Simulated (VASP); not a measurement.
Given:

```yaml
crystal:
  lattice:
    - [1.51885, -2.60145, 0.00000]
    - [1.51885, 2.60145, 0.00000]
    - [0.00000, 0.00000, 4.65804]
  atoms:
    - { symbol: Ti, position: [0.33333, 0.66667, 0.25000] }
    - { symbol: Ti, position: [0.68180, 0.34847, 0.75000] }
```

The numbers are results of revPBE GGA, VASP's PBE PAW potentials (set 64) (plane waves; VASP), not measurements. Numerical set-up: 400 eV cut-off, 12×12×7 Γ-centred mesh, first-order Methfessel-Paxton smearing of 0.10 eV, potentials Ti_sv.

Question: Which forces act on the atoms, in eV/Å?

Answer: 
```
atom      Fx      Fy     Fz
----  ------  ------  -----
Ti1    0.075   0.031  0.000
Ti2   -0.075  -0.031  0.000
```

Question: Give the stress tensor in GPa (positive for a compressed cell).

Answer: 
```
-5.99  -0.56   0.00
-0.56  -4.72   0.00
 0.00   0.00  -2.59
```
The pressure is its mean diagonal, -4.43 GPa.

The compound is Ti in the hcp structure. The cell was not relaxed at this level, atoms are displaced from their ideal sites. The run is one of a series of settings (GGA = RE against the base run), some of them coarse on purpose.
